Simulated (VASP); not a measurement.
Energy against volume of Nb (bcc). These are LDA (Ceperley-Alder, Perdew-Zunger), VASP's LDA PAW potentials (set 64) (plane waves; VASP 6.6.1) values and carry that method's errors. Numerical set-up: 520 eV cut-off, 16×16×16 Γ-centred mesh, first-order Methfessel-Paxton smearing of 0.10 eV, potentials Nb_sv.

```json
[
 {"V (Å³/atom)": "16.077", "E (eV/atom)": "-11.21601"},
 {"V (Å³/atom)": "16.590", "E (eV/atom)": "-11.24878"},
 {"V (Å³/atom)": "17.104", "E (eV/atom)": "-11.25932"},
 {"V (Å³/atom)": "17.617", "E (eV/atom)": "-11.25048"}
]
```

**Question.** Fit these four points and predict the energy of the run at 18.130 Å³/atom.

**Answer.** A cubic in V^(−2/3), the third-order Birch-Murnaghan form, passes through the four points with V0 = 17.11 Å³/atom and B0 = 201 GPa, and gives -11.2248 eV/atom there. The run gave -11.2253 eV/atom, -0.5 meV/atom from the fit; all five points give B0 = 199 GPa.

The compound is Nb in the bcc structure. It was relaxed first.
